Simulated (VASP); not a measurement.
```xyz
1
Lattice="-3.0964 3.1277 3.0964 3.1590 -3.1277 3.1590 3.0964 3.1277 -3.0964" Properties=species:S:1:pos:R:3 pbc="T T T"
Cs     0.0000     0.0000     0.0000
```

Calculation: r2SCAN meta-GGA, VASP's PBE PAW potentials (set 64) (plane waves; VASP). Run with 480 eV cut-off, 8×8×8 Γ-centred mesh, first-order Methfessel-Paxton smearing of 0.10 eV, potentials Cs_sv.

Unless said otherwise, spin-orbit coupling is left out, though it shifts the bands of the heavy elements here.

Problem. What does the run give for the energy per atom (σ→0), band gap (on the k-mesh) with the smallest direct gap where there is one?

Solution. 
The band gap (on the k-mesh) is none (metal, semimetal or under 0.01 eV) and the energy per atom (σ→0) is -25.012 eV/atom.

Only differences to runs with the same potentials and settings are physical.

The compound is Cs in the bcc structure. This cell was strained or had an atom moved on purpose.
